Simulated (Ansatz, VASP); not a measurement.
# Cross-check of NiTeSe (1T-NiSeTe 3 layers, AA) between VASP and Ansatz, part 2 of 2

Wanted: the spread between two codes on one cell, functional and k mesh. The structure shown is the start of the Ansatz relaxation below; VASP solves that cell, so the two are compared at the walk's first step.

VASP 6.6.1 and Ansatz 0.2.0.

So far: The structure; Ansatz: relaxation, PBEsol with D3(BJ).

### 3. VASP: single point, PBEsol with D3(BJ), start cell

Level of this step: PBEsol with D3(BJ), no spin polarisation; plane waves and PAW (Te, Ni, Se) (VASP).

The same cell, functional, mesh and smearing now go to VASP, with its own data sets.

Lines of VASP's logs that name or quote its potential files are left out, and so is its time.

Contents of INCAR:

```
SYSTEM = NiTeSe
PREC = Accurate
ENCUT = 520
EDIFF = 1E-06
NELM = 120
ISMEAR = -1
SIGMA = 0.05
LREAL = .FALSE.
ALGO = Normal
GGA = PS
IVDW = 12
NBANDS = 42
LASPH = .TRUE.
LORBIT = 11
LWAVE = .FALSE.
LCHARG = .FALSE.
ISIF = 2
LDIPOL = .TRUE.
IDIPOL = 3
DIPOL = 0.5 0.5 0.501
LVHAR = .TRUE.
GGA_COMPAT = .FALSE.
NELMDL = -8
KPAR = 2
```

Contents of POSCAR:

```
NiTeSe
1.0
    3.6650000000      0.0000000000      0.0000000000
   -1.8325000000      3.1739830000      0.0000000000
    0.0000000000      0.0000000000     57.9526520000
Te Ni Se
3 3 3
Direct
    0.6666666142      0.3333332283      0.3839341123
    0.6666666142      0.3333332283      0.4797172009
    0.6666666142      0.3333332283      0.5755002894
    0.0000000000      0.0000000000      0.4074221314
    0.0000000000      0.0000000000      0.5032052373
    0.0000000000      0.0000000000      0.5989883258
    0.3333333858      0.6666667717      0.4244997106
    0.3333333858      0.6666667717      0.5202827991
    0.3333333858      0.6666667717      0.6160658877
```

Contents of KPOINTS:

```
Automatic mesh
0
Gamma
12 12 1
0 0 0
```

Potentials, in the order of the species: Te, Ni and Se (PBE family, release 64).

The run is started by

```console
$ mpirun -np 2 vasp_std
```

Numbers of over 12 decimals in the logs are rounded to 6 here.

The log of the run:

```text
[banner, memory and clock lines left out]
running    2 mpi-ranks, on    1 nodes
 distrk:  each k-point on    1 cores,    2 groups
 distr:  one band on    1 cores,    1 groups

 POSCAR found type information on POSCAR TeNiSe
 POSCAR found :  3 types and       9 ions
|                                                                             |
|               ----> ADVICE to this user running VASP <----                  |
|                                                                             |
|     You enforced a specific xc type in the INCAR file but a different       |
|     [... a line on the potential file left out ...]
|     I HOPE YOU KNOW WHAT YOU ARE DOING!                                     |
|                                                                             |

 LDA part: xc-table for (Slater+PW92), standard interpolation
|                                                                             |
|           W    W    AA    RRRRR   N    N  II  N    N   GGGG   !!!           |
|           W    W   A  A   R    R  NN   N  II  NN   N  G    G  !!!           |
|           W    W  A    A  R    R  N N  N  II  N N  N  G       !!!           |
|           W WW W  AAAAAA  RRRRR   N  N N  II  N  N N  G  GGG   !            |
|           WW  WW  A    A  R   R   N   NN  II  N   NN  G    G                |
|           W    W  A    A  R    R  N    N  II  N    N   GGGG   !!!           |
|                                                                             |
|     One of the lattice vectors is very long (>50 A), but AMIN is rather     |
|     large. This can spoil convergence since charge sloshing might occur     |
|     along the long lattice vector. If problems with convergence are         |
|     observed, try to decrease AMIN to a smaller value (e.g. 0.01).          |
|     Note: This warning only applies if the self-consistency cycle is        |
|     used.                                                                   |
|                                                                             |

 POSCAR, INCAR and KPOINTS ok, starting setup
 FFT: planning ... GRIDC
 FFT: planning ... GRID_SOFT
 FFT: planning ... GRID
 WAVECAR not read
 entering main loop
       N       E                     dE             d eps       ncg     rms          rms(c)
DAV:   1     0.480222704588E+03    0.48022E+03   -0.22713E+04  1612   0.120E+03
DAV:   2     0.195547183713E+02   -0.46067E+03   -0.44173E+03  2118   0.269E+02
DAV:   3    -0.440190254023E+02   -0.63574E+02   -0.61775E+02  2012   0.111E+02
DAV:   4    -0.469528038576E+02   -0.29338E+01   -0.28774E+01  1860   0.256E+01
DAV:   5    -0.470446402714E+02   -0.91836E-01   -0.91555E-01  2080   0.452E+00
DAV:   6    -0.470472436750E+02   -0.26034E-02   -0.26020E-02  2060   0.769E-01
DAV:   7    -0.470473416887E+02   -0.98014E-04   -0.98003E-04  2190   0.148E-01
DAV:   8    -0.470473465573E+02   -0.48686E-05   -0.48680E-05  2044   0.308E-02    0.274E+01
DAV:   9    -0.640115994100E+02   -0.16964E+02   -0.12807E+02  1942   0.184E+02    0.480E+01
DAV:  10    -0.490362306482E+02    0.14975E+02   -0.50894E+01  2004   0.817E+01    0.228E+01
DAV:  11    -0.304116246573E+03   -0.25508E+03   -0.18944E+03  2976   0.210E+02    0.149E+02
DAV:  12    -0.293134688109E+03    0.10982E+02   -0.28609E+02  2196   0.605E+01    0.941E+01
DAV:  13    -0.227233867443E+02    0.27041E+03   -0.15443E+03  2824   0.110E+02    0.538E+01
DAV:  14    -0.665796456778E+02   -0.43856E+02   -0.20674E+02  1814   0.948E+01    0.371E+01
[...]
DAV:  67    -0.422580410040E+02   -0.30479E-04   -0.41753E-05  2144   0.449E-02    0.887E-01
DAV:  68    -0.422581230936E+02   -0.82090E-04   -0.61147E-05  1666   0.517E-02    0.815E-01
DAV:  69    -0.422579733505E+02    0.14974E-03   -0.49842E-04  2002   0.151E-01    0.494E-01
DAV:  70    -0.422581275437E+02   -0.15419E-03   -0.12723E-04  1886   0.653E-02    0.434E-01
DAV:  71    -0.422581522878E+02   -0.24744E-04   -0.24457E-05  2134   0.462E-02    0.392E-01
DAV:  72    -0.422580815561E+02    0.70732E-04   -0.10397E-04  2080   0.785E-02    0.244E-01
DAV:  73    -0.422580460956E+02    0.35460E-04   -0.53682E-05  1984   0.353E-02    0.172E-01
DAV:  74    -0.422580459883E+02    0.10734E-06   -0.87490E-06  1948   0.191E-02
   1 F= -.45213962E+02 E0= -.45193806E+02  d E =-.403135E-01
```

Parts of OUTCAR (step 3):

```text
ion  position               nearest neighbor table
   1  0.667  0.333  0.384-   4 2.52   4 2.52   4 2.52   7 3.16   7 3.16   7 3.16
   2  0.667  0.333  0.480-   5 2.52   5 2.52   5 2.52   8 3.16   8 3.16   8 3.16
   3  0.667  0.333  0.576-   6 2.52   6 2.52   6 2.52   9 3.16   9 3.16   9 3.16
   4  0.000  0.000  0.407-   7 2.34   7 2.34   7 2.34   1 2.52   1 2.52   1 2.52
   5  0.000  0.000  0.503-   8 2.34   8 2.34   8 2.34   2 2.52   2 2.52   2 2.52
   6  0.000  0.000  0.599-   9 2.34   9 2.34   9 2.34   3 2.52   3 2.52   3 2.52
   7  0.333  0.667  0.424-   4 2.34   4 2.34   4 2.34   1 3.16   1 3.16   1 3.16
   8  0.333  0.667  0.520-   5 2.34   5 2.34   5 2.34   2 3.16   2 3.16   2 3.16
   9  0.333  0.667  0.616-   6 2.34   6 2.34   6 2.34   3 3.16   3 3.16   3 3.16

  LATTYP: Found a hexagonal cell.
 ALAT       =     3.6650000000
 C/A-ratio  =    15.8124562074

 Subroutine GETGRP returns: Found  6 space group operations
 (whereof  6 operations were pure point group operations)

The static configuration has the point symmetry C_3v.

 Found     19 irreducible k-points:

   k-points           NKPTS =     19   k-points in BZ     NKDIM =     19   number of bands    NBANDS=     42

   dimension x,y,z NGX =    28 NGY =   28 NGZ =  432
   dimension x,y,z NGXF=    56 NGYF=   56 NGZF=  864

   ENCUT  =  520.0 eV  38.22 Ry    6.18 a.u.   6.81  6.81107.75*2*pi/ulx,y,z

   NELECT =      66.0000    total number of electrons

 k-points in reciprocal lattice and weights: Automatic mesh
   0.00000000  0.00000000  0.00000000       0.007
   0.08333333 -0.00000000  0.00000000       0.042
   0.16666667 -0.00000000  0.00000000       0.042
   0.25000000 -0.00000000  0.00000000       0.042
   0.33333333 -0.00000000  0.00000000       0.042
   0.41666667 -0.00000000  0.00000000       0.042
   0.50000000 -0.00000000  0.00000000       0.021
   0.08333333  0.08333333  0.00000000       0.042
   0.16666667  0.08333333  0.00000000       0.083
[...]
0.33333333  0.25000000  0.00000000       0.083
   0.33333333  0.33333333  0.00000000       0.014

 dipolmoment           0.000000      0.000000      0.043483 electrons x Angstroem

 average (electrostatic) potential at core
       1 -96.2666       2 -96.3191       3 -96.3749       4 -93.2728       5 -93.2104
       6 -93.2375       7 -60.2122       8 -60.1729       9 -60.0755

 E-fermi :  -1.3932

 k-point     1 :       0.0000    0.0000    0.0000
  band No.  band energies     occupation
    ...
     28      -1.5265      1.87005
     29      -1.4724      1.65976
     30      -1.4724      1.65974
     31      -1.4158      1.22299
     32      -1.4158      1.22295
     33      -0.8592      0.00005
     34       0.0615      0.00000
     35       0.0615      0.00000
     36       0.1254      0.00000
     37       0.1254      0.00000
    ...

 k-point     2 :       0.0833   -0.0000    0.0000
  band No.  band energies     occupation
    ...
     28      -1.8304      1.99968
     29      -1.7222      1.99723
     30      -1.6593      1.99030
     31      -1.5951      1.96534
     32      -1.4444      1.47165
     33      -0.8044      0.00002
     34      -0.3366      0.00000
     35      -0.2169      0.00000
     36      -0.0870      0.00000
     37       0.0524      0.00000
    ...

 k-point     3 :       0.1667   -0.0000    0.0000
  band No.  band energies     occupation
    ...
     28      -2.1802      2.00000
     29      -2.1139      2.00000
     30      -2.0421      2.00000
     31      -1.9589      1.99998
     32      -1.4793      1.69703
     33      -1.1669      0.02142
     34      -0.9895      0.00062
     35      -0.7430      0.00000
     36      -0.5008      0.00000
     37       0.0111      0.00000
    ...

 Edisp (eV)   -2.95592

  Total       0.24172     0.24172     0.75652     0.00000     0.00000     0.00000
  in kB       0.57448     0.57448     1.79795     0.00000     0.00000     0.00000
  external pressure =        0.98 kB  Pullay stress =        0.00 kB

  energy-cutoff  :      520.00
  volume of cell :      674.14
      direct lattice vectors                 reciprocal lattice vectors
     3.665000000  0.000000000  0.000000000     0.272851296  0.157530774  0.000000000
    -1.832500000  3.173983000  0.000000000     0.000000000  0.315061549  0.000000000
     0.000000000  0.000000000 57.952652000     0.000000000  0.000000000  0.017255466

 POSITION                                       TOTAL-FORCE (eV/Angst)
 -----------------------------------------------------------------------------------
      1.83250      1.05799     22.25000        -0.000000     -0.000000     -0.424065
      1.83250      1.05799     27.80088        -0.000000      0.000000     -0.699275
      1.83250      1.05799     33.35177        -0.000000     -0.000000     -0.560423
      0.00000      0.00000     23.61119         0.000000      0.000000     -0.583457
      0.00000      0.00000     29.16208         0.000000      0.000000     -0.691750
      0.00000      0.00000     34.71296         0.000000      0.000000     -0.945579
     -0.00000      2.11599     24.60088         0.000000      0.000000      1.499886
     -0.00000      2.11599     30.15177        -0.000000     -0.000000      1.379174
     -0.00000      2.11599     35.70265         0.000000      0.000000      1.025489
 -----------------------------------------------------------------------------------
    total drift:                                0.000000     -0.000044     -0.001705

  FREE ENERGIE OF THE ION-ELECTRON SYSTEM (eV)
  ---------------------------------------------------
  free  energy   TOTEN  =       -45.2139624196 eV

  energy  without entropy=      -45.1736489077  energy(sigma->0) =      -45.19380566

 vacuum level on the upper side and lower side of the slab         3.527         2.838

 total charge
# of ion       s       p       d       tot
------------------------------------------
    1        1.400   1.894   0.064   3.358
    2        1.411   1.856   0.068   3.336
    3        1.412   1.853   0.067   3.333
    4        0.479   0.622   8.413   9.513
    5        0.480   0.621   8.421   9.521
    6        0.481   0.624   8.411   9.517
    7        1.485   2.251   0.068   3.804
    8        1.483   2.254   0.068   3.805
    9        1.479   2.265   0.066   3.809
--------------------------------------------------
tot         10.110  14.240  25.646  49.996

[... 3 further parts left out ...]
```

This run has no spin polarisation, so a moment on Ni, if there is one, isn't seen.

### 4. Side by side

Known differences besides the potentials themselves: Ansatz cuts the interaction across the vacuum, VASP repeats the sheet with a dipole correction; the data sets hold 150 valence electrons in Ansatz (on its default PAW (the set named soft_2) files) and 66 in VASP; the cutoff is 420 eV in Ansatz and 520 eV in VASP; Ansatz makes its cores anew for this functional, VASP keeps those of its PBE data sets. Total energies have different zeros and are not compared.

Forces (eV/Å; atoms numbered as in POSCAR):

| atom | Ansatz x, y, z | VASP x, y, z |
| --- | --- | --- |
| Te1 | 0.000, 0.000, -0.412 | 0.000, 0.000, -0.424 |
| Te2 | 0.000, 0.000, -0.680 | 0.000, 0.000, -0.699 |
| Te3 | 0.000, 0.000, -0.542 | 0.000, 0.000, -0.560 |
| Ni4 | 0.000, 0.000, -0.592 | 0.000, 0.000, -0.583 |
| Ni5 | 0.000, 0.000, -0.698 | 0.000, 0.000, -0.692 |
| Ni6 | 0.000, 0.000, -0.959 | 0.000, 0.000, -0.946 |
| Se7 | 0.000, 0.000, 1.491 | 0.000, 0.000, 1.500 |
| Se8 | 0.000, 0.000, 1.367 | 0.000, 0.000, 1.379 |
| Se9 | 0.000, 0.000, 1.024 | 0.000, 0.000, 1.025 |

The forces differ by 7.2 meV/Å r.m.s., which is 1.3 % of the r.m.s. force of 0.541 eV/Å (both taken over all components). VASP's last cycles still show a density residual of 2e-02, so its state may not be settled. With vacuum in the cell, a pressure given here is an average over mostly empty space and none of the material.

### 5. Outcome

```
r.m.s. force difference (single point, PBEsol with D3(BJ), start cell) : 1.3 % of the r.m.s. force
```

In words: The r.m.s. force difference is 1.3 % of the r.m.s. force (single point, PBEsol with D3(BJ), start cell), within the 3 % picked in this series as the mark of a large difference. The data sets hold unlike numbers of valence electrons (150 in Ansatz and 66 in VASP), so part of the differences comes from the potentials. 1 further run of this series is not shown here. Such differences can come from data sets, numerical settings and the points named under the comparisons, not from the functional's error against experiment.

[Lines on the potential files, build, host, timing and source positions are cut from VASP's logs without a mark.]

[Logs are printed without paths, hosts, clocks, repeated set-up lines and the standing remarks that a program may print on its own settings, such as how far it seeks lower states.]

[Hosts, paths, dates, database ids (printed as entryN), source tags and the programs' standing remarks are cut or masked in the printed files.]
